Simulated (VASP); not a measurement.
These are PBE GGA, VASP's PBE PAW potentials (set 64) (plane waves; VASP) values and carry that method's errors.

The input files of a VASP run:

### INCAR
```
SYSTEM = WSe2
PREC = Accurate; ENCUT = 500; LREAL = .FALSE.
LASPH = .TRUE.
EDIFF = 1E-6; NELM = 100; ALGO = Normal
LMAXMIX = 6
ISMEAR = 0; SIGMA = 0.05
GGA = PE
IBRION = 2; NSW = 40; ISIF = 3
EDIFFG = -0.02; PSTRESS = 100
LWAVE = .FALSE.; LCHARG = .FALSE.
```

POSCAR:
```
WSe2
1
    1.6136179094    -2.7948669685     0.0000000000
    1.6136179094     2.7948669685     0.0000000000
   -0.0000000000    -0.0000000000    12.2610933364
W Se
2 4
Direct
  0.3333330000   0.6666670000   0.2500000000
  0.6666670000   0.3333330000   0.7500000000
  0.3333330000   0.6666670000   0.8880738249
  0.6666670000   0.3333330000   0.3880738249
  0.6666670000   0.3333330000   0.1119261751
  0.3333330000   0.6666670000   0.6119261751
```

File KPOINTS:
```
kpoints
0
gamma
8 8 2
0 0 0
```

POTCAR, in this order: W_sv Se (PBE.64 set). Program: vasp_std.

Output

File OSZICAR:
```
       N       E                     dE             d eps       ncg     rms          rms(c)
DAV:   1     0.518116187551E+03    0.51812E+03   -0.27946E+04  1352   0.162E+03
DAV:   2    -0.882822740862E+01   -0.52694E+03   -0.51662E+03  1462   0.440E+02
DAV:   3    -0.436455210605E+02   -0.34817E+02   -0.34525E+02  1552   0.985E+01
DAV:   4    -0.444590330982E+02   -0.81351E+00   -0.81041E+00  1492   0.153E+01
DAV:   5    -0.444773459544E+02   -0.18313E-01   -0.18305E-01  1578   0.214E+00    0.316E+01
DAV:   6    -0.430808102673E+02    0.13965E+01   -0.88037E+00  1420   0.170E+01    0.118E+01
DAV:   7    -0.428852546771E+02    0.19556E+00   -0.42963E+00  1441   0.855E+00    0.562E+00
DAV:   8    -0.427163208846E+02    0.16893E+00   -0.78354E-01  1587   0.491E+00    0.124E+00
DAV:   9    -0.427192220745E+02   -0.29012E-02   -0.61973E-02  1568   0.128E+00    0.840E-01
DAV:  10    -0.427173625514E+02    0.18595E-02   -0.19267E-02  1594   0.889E-01    0.145E-01
DAV:  11    -0.427173538787E+02    0.86727E-05   -0.24377E-03  1552   0.308E-01    0.173E-01
DAV:  12    -0.427172992618E+02    0.54617E-04   -0.12633E-04  1542   0.683E-02    0.978E-02
DAV:  13    -0.427172863075E+02    0.12954E-04   -0.15690E-04  1550   0.690E-02    0.862E-03
DAV:  14    -0.427172860509E+02    0.25661E-06   -0.45277E-06  1384   0.137E-02
   1 F= -.35814722E+02 E0= -.35814722E+02  d E =-.358147E+02
```

OUTCAR:
```
------------------------ aborting loop because EDIFF is reached ----------------------------------------
  FORCE on cell =-STRESS in cart. coord.  units (eV):
  Direction    XX          YY          ZZ          XY          YZ          ZX
  --------------------------------------------------------------------------------------
  Total        6.8743632      6.8743571      6.9300829      0.0000000      0.0000000      0.0000000
  in kB       99.5914410     99.5913530    100.3986735      0.0000000      0.0000000      0.0000000
  external PRESSURE =      -0.1395109 kB  Pullay stress =     100.0000000 kB
  volume of cell :      110.59
      direct lattice vectors                 reciprocal lattice vectors
     1.613617909 -2.794866969  0.000000000     0.309862699 -0.178899392  0.000000000
     1.613617909  2.794866969  0.000000000     0.309862699  0.178899392  0.000000000
     0.000000000  0.000000000 12.261093336     0.000000000  0.000000000  0.081558795
 POSITION                                       TOTAL-FORCE (eV/Angst)
 -----------------------------------------------------------------------------------
      1.61362      0.93162      3.06527         0.000000     -0.000000      0.000000
      1.61362     -0.93162      9.19582        -0.000000      0.000000      0.000000
      1.61362      0.93162     10.88876         0.000000      0.000000     -0.002182
      1.61362     -0.93162      4.75821        -0.000000     -0.000000     -0.002182
      1.61362     -0.93162      1.37234         0.000000     -0.000000      0.002182
      1.61362      0.93162      7.50288        -0.000000      0.000000      0.002182
 -----------------------------------------------------------------------------------
    total drift:                                0.000126      0.001019     -0.000033
  FREE ENERGIE OF THE ION-ELECTRON SYSTEM (eV)
  ---------------------------------------------------
  free  energy   TOTEN  =       -42.7172860509 eV

  energy  without entropy=      -42.7172860509  energy(sigma->0) =      -42.71728605
  enthalpy is  TOTEN    =       -35.8147217960 eV   P V=        6.9025642549

 reached required accuracy - stopping structural energy minimisation
```
(Selected blocks of OUTCAR.)

Without a dispersion term in the relaxation, distances and binding between the weakly bound layers, chains or molecules are unreliable, and so is what depends on them.

The compound is WSe2 in the 2H layered structure. It was relaxed first under an external pressure of 10 GPa.
